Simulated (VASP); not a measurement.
ZnCd2SeS2:

```xyz
6
Lattice="3.7179 0.0000 0.0000 0.0000 3.7179 0.0000 0.0000 0.0000 10.1822" Properties=species:S:1:pos:R:3 pbc="T T T"
Zn    1.8589    1.8589    0.0000
Cd    1.8589    0.0000    8.1068
Cd    0.0000    1.8589    2.0754
Se    0.0000    0.0000    0.0000
S     1.8589    0.0000    3.4571
S     0.0000    1.8589    6.7251
```

The cell was built by a generator and needn't be a form met in nature.

| Item | Value |
| --- | --- |
| Program | VASP 6.6.1 |
| Task | relaxation of cell and atoms |
| Functional | PBE |
| Potentials or basis | VASP PAW PBE potentials, release 64 (Zn, Cd, Se, S) |
| Cutoff | 520 eV |
| k mesh | 4 × 4 × 2 |
| Occupations | gaussian, width 0.15 eV |
| Spin | no spin polarisation |

At the start: pressure 0.5 GPa; volume 23.46 Å³/atom.

Task: Where does the relaxation end?

Result: Over 11 steps the energy falls by 417.6 meV/atom and the volume is 27.25 Å³/atom (+16.2 %); space group P-4m2 (No. 115, to 0.05 Å).

The path:
| step | energy change (eV) | largest force (eV/Å) | pressure (GPa) | volume (Å³) |
| --- | --- | --- | --- | --- |
| 1 | 0.0000 | 2.8506 | 0.45 | 140.74 |
| 2 | -0.8563 | 1.9354 | -0.71 | 142.06 |
| 3 | -2.0365 | 0.8030 | 0.60 | 144.90 |
| 4 | 5.8644 | 0.2709 | 10.10 | 149.53 |
| 5 | -2.0249 | 0.2722 | 4.99 | 147.85 |
| 6 | -1.6456 | 0.1629 | -5.41 | 183.20 |
| 7 | -2.4732 | 0.1394 | -0.59 | 159.63 |
| 8 | -2.4773 | 0.1488 | -0.02 | 158.04 |
| 9 | -2.4773 | 0.1468 | 0.15 | 157.73 |
| 10 | -2.4873 | 0.1108 | 0.17 | 159.17 |
| 11 | -2.5056 | 0.0585 | 0.15 | 163.48 |

Final structure:
```
CELL_PARAMETERS angstrom
3.65782 0.00000 0.00000
0.00000 3.65782 0.00000
0.00000 0.00000 12.21838
ATOMIC_POSITIONS crystal
Zn 0.50000 0.50000 0.00000
Cd 0.50000 0.00000 0.70563
Cd 0.00000 0.50000 0.29437
Se 0.00000 0.00000 0.00000
S 0.50000 0.00000 0.30408
S 0.00000 0.50000 0.69592
```

Caveat: the k mesh is coarse (spacing up to 0.42 Å⁻¹), so the values aren't converged; the volume moved by over 15 % at a fixed basis, so the end points are rough.
